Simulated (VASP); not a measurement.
GdO:

```
Gd O
1.0
     0.00000    2.70000    2.70000
     2.70000    0.00000    2.70000
     2.70000    2.70000    0.00000
Gd O
1 1
Cartesian
  0.0000 0.0000 0.0000
  1.3500 1.3500 1.3500
```

The cell comes from a database or a generator and needn't be the stable form of this composition.

Base run:

| Quantity | Value |
| --- | --- |
| Program | VASP 6.6.1 |
| Functional | PBEsol |
| Potentials or basis | VASP PAW PBE potentials, release 64 (Gd, O) |
| Cutoff | 520 eV |
| k mesh | 6 × 6 × 6 |
| Occupations | gaussian, width 0.05 eV |
| Spin | collinear spin, random start |
| Starting moments | [-0.84, 0.0] μB |
| Hubbard terms | Gd f U = 4 eV |

Its results: band gap on the k mesh none (metal or under the smearing width); pressure -3.9 GPa.

Question: The run is repeated on the same cell with these changes: spin from collinear spin, random start to no spin polarisation; further incar settings from ALGO = Normal; EDIFF = 1e-07; NBANDS = 23 to ALGO = Normal; EDIFF = 1e-06; NBANDS = 19. What comes out?

Answer: Band gap on the k mesh 0.43 eV, indirect (least direct gap 0.46 eV); pressure -4.1 GPa.

Caveats: the PAW data sets were made with another functional, which shifts forces and pressure a little; spin-orbit coupling is left out, which moves the levels of the heavy elements; a cell with one magnetic atom can't hold antiferromagnetic order, which such compounds often take (some runs).

A k mesh can miss the band edges.
